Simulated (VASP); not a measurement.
Sn2TeSe:

```
CELL_PARAMETERS angstrom
2.19119 1.26508 7.12420
-2.19119 1.26508 7.12420
0.00000 -2.53016 7.12420
ATOMIC_POSITIONS crystal
Se 0.00000 0.00000 0.00000
Te 0.50000 0.50000 0.50000
Sn 0.25553 0.25553 0.25553
Sn 0.74447 0.74447 0.74447
```

The cell was built by a generator and needn't be a form met in nature.

Base run:

```yaml
Program: VASP 6.6.1
Functional: r2SCAN
Potentials_or_basis: VASP PAW PBE potentials, release 64 (Se, Te, Sn_d)
Cutoff: 520 eV
k_mesh: 6 × 6 × 6
Occupations: fermi-dirac, width 0.02 eV
Spin: no spin polarisation
```

Its results: band gap on the k mesh 0.08 eV, direct; pressure 0.0 GPa; largest force 0.004 eV/Å.

**Question.** The run is repeated on the same cell with these changes: functional from r2SCAN to PBE. What comes out?

**Answer.** Band gap on the k mesh 0.22 eV, direct; pressure 0.9 GPa; largest force 0.014 eV/Å.

Caveats: spin-orbit coupling is left out, which moves the levels of the heavy elements; the PAW data sets were made with another functional, which shifts forces and pressure a little (some runs).

A k mesh can miss the band edges.

Not every run made on this cell is shown here.
